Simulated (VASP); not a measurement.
VASP ran on this input.

**POSCAR**
```
CsBr
1
    4.2347820000     0.0000000000     0.0000000000
    0.0000000000     4.2347820000     0.0000000000
    0.0000000000     0.0000000000     4.2347820000
Cs Br
1 1
Direct
  0.0000000000   0.0000000000   0.0000000000
  0.5000000000   0.5000000000   0.5000000000
```

**KPOINTS**
```
Automatic mesh
0
Gamma
2 2 2
0 0 0
```

### INCAR
```
SYSTEM = CsBr
PREC = Accurate
ENCUT = 300
EDIFF = 1E-6
NELM = 100
ALGO = Normal
LREAL = .FALSE.
LASPH = .TRUE.
ISMEAR = 0
SIGMA = 0.01
GGA = PE
HFSCREEN = 0.2
AEXX = 0.25
LHFCALC = .TRUE.
PRECFOCK = Fast
ISYM = 3
LMAXMIX = 4
LWAVE = .FALSE.
LCHARG = .FALSE.
ISIF = 2
```

POTCAR, in this order: Cs_sv Br (PBE.64 set). Program: vasp_std.

Q: Translate this HSE06 calculation to Quantum ESPRESSO's pw.x.

A: One equivalent input (not run):
```
&CONTROL
  calculation = 'scf'
  pseudo_dir = './pseudo'
  outdir = './out'
  tprnfor = .true.
  tstress = .false.
/
&SYSTEM
  ibrav = 0
  nat = 2
  ntyp = 2
  ecutwfc = 50
  occupations = 'smearing'
  smearing = 'gaussian'
  degauss = 0.000735
  input_dft = 'hse'
  nqx1 = 2
  nqx2 = 2
  nqx3 = 2
  screening_parameter = 0.1058
/
&ELECTRONS
  conv_thr = 7.3e-08
  electron_maxstep = 100
/
ATOMIC_SPECIES
  Cs 132.905 Cs.upf
  Br 79.904 Br.upf
CELL_PARAMETERS angstrom
     4.2347820    0.0000000    0.0000000
     0.0000000    4.2347820    0.0000000
     0.0000000    0.0000000    4.2347820
ATOMIC_POSITIONS crystal
  Cs   0.0000000  0.0000000  0.0000000
  Br   0.5000000  0.5000000  0.5000000
K_POINTS automatic
  2 2 2 0 0 0
```
What does not carry over: the potentials are each code's own (VASP's PAW set, PseudoDojo norm-conserving files in pw.x), so ENCUT and ecutwfc are chosen apart and not converted; conv_thr bounds pw.x's estimated SCF error, while EDIFF bounds the energy change between steps.

The structure comes from a computed database's CsBr entry; how it stands against other phases isn't given here. The cell was not relaxed at this level. The k-mesh is coarse (spacing up to 0.74 per Å, 2π included), so the numbers may not be converged in it. The run is one of a series of settings (AEXX = 0.25, GGA = PE, HFSCREEN = 0.2, ISYM = 3, LHFCALC = .TRUE., PRECFOCK = Fast, KPOINTS 2×2×2 Γ-centred mesh, POTCAR Cs_sv Br (PBE.64 set) against the base run), some of them coarse on purpose.
